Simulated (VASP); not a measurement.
Here is the system:

```
CELL_PARAMETERS angstrom
      1.56590    -2.71222     0.00000
      1.56590     2.71222     0.00000
      0.00000     0.00000     5.04988
ATOMIC_POSITIONS crystal
  Zr 0.33333 0.66667 0.25000
  Zr 0.66667 0.33333 0.75000
```

All values below come from PBEsol GGA, VASP's PBE PAW potentials (set 64) (plane waves; VASP). Settings: 500 eV cut-off, 13×13×7 Γ-centred mesh, first-order Methfessel-Paxton smearing of 0.10 eV, potentials Zr_sv.

Energy and stress use the plane-wave basis of the starting cell.

Question: The ions, cell shape and volume at an external pressure of 10.0 GPa are relaxed. Give the cell that the relaxation ends in.

Answer: 
```
CELL_PARAMETERS angstrom
      1.53927    -2.66609     0.00000
      1.53927     2.66609     0.00000
      0.00000     0.00000     5.00568
ATOMIC_POSITIONS crystal
  Zr 0.33333 0.66667 0.25000
  Zr 0.66667 0.33333 0.75000
```
Space group P6_3/mmc (194), at a tolerance of 0.03 Å.

Question: How do energy and volume change from the first to the last step?

Answer: The energy (σ→0) changes by +41.6 meV/atom and the volume by -4.2 %, in 6 ionic steps.

| step | E(σ→0) (eV) | max force (eV/Å) | pressure (GPa) | volume (Å³) |
|---|---|---|---|---|
| 1 | -18.1288 | 0.000 | 4.98 | 42.89 |
| 2 | -17.8516 | 0.000 | 18.07 | 38.85 |
| 3 | -18.0486 | 0.000 | 9.91 | 41.14 |
| 4 | -18.0465 | 0.000 | 10.01 | 41.11 |
| 5 | -18.0462 | 0.000 | 10.01 | 41.10 |
| 6 | -18.0457 | 0.000 | 10.02 | 41.09 |

The compound is Zr in the hcp structure. This run relaxes it under an external pressure of 10 GPa. Symmetry was kept, so distortions that lower it aren't found.
